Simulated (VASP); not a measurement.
Runs of VASP 6.6.1 on C2BF2H. The cell holds a molecule in a box, 6 atoms: a = 13.000 Å, b = 11.000 Å, c = 13.000 Å, α = 90.00°, β = 90.00°, γ = 90.00°. 

```csv
task,level,potentials or basis,cell,cutoff (eV),grid for exact exchange (PRECFOCK),exchange at q = 0,gap on the mesh (eV),largest force (eV/Å)
relaxation of the atoms,PBE,"VASP PAW PBE potentials, release 64 (C, B, F, H)","atoms relaxed from: atoms moved at random, drawn with an rms of 0.02 Å",520,-,-,5.01,0.01
single point,r2SCAN0+D4,"VASP PAW PBE potentials, release 64 (C, B, F, H)",as given,520,Fast,truncated,(a),0.34
electron localisation function,PBE,"VASP PAW PBE potentials, release 64 (C, B, F, H)",as given,520,-,-,5.14,1.06
single point,PBE,"VASP PAW PBE potentials, release 64 (C, B, F, H)",as given,520,-,-,5.14,1.06
single point,PBE0+D3(BJ),"VASP PAW PBE potentials, release 64 (C_s, B_s, F_s, H_s)",as given,400,Fast,truncated,7.39,1.49
atomic charges,PBE+TS,"VASP PAW PBE potentials, release 64 (C, B, F, H)",as given,520,-,-,5.14,1.06
single point,PBE,"VASP PAW PBE potentials, release 64 (C, B, F, H)","atoms moved at random, drawn with an rms of 0.05 Å",520,-,-,5.32,4.62
```

Alike in all rows: no spin polarisation; k mesh 1 × 1 × 1; smearing gaussian 0.01 eV.

Task: Estimate the missing entries.

Result: (a) 7.73.

Caveats: the standard files for N, O and F lose accuracy on very short bonds; the PAW data sets were made with another functional, which shifts forces and pressure a little (some runs).

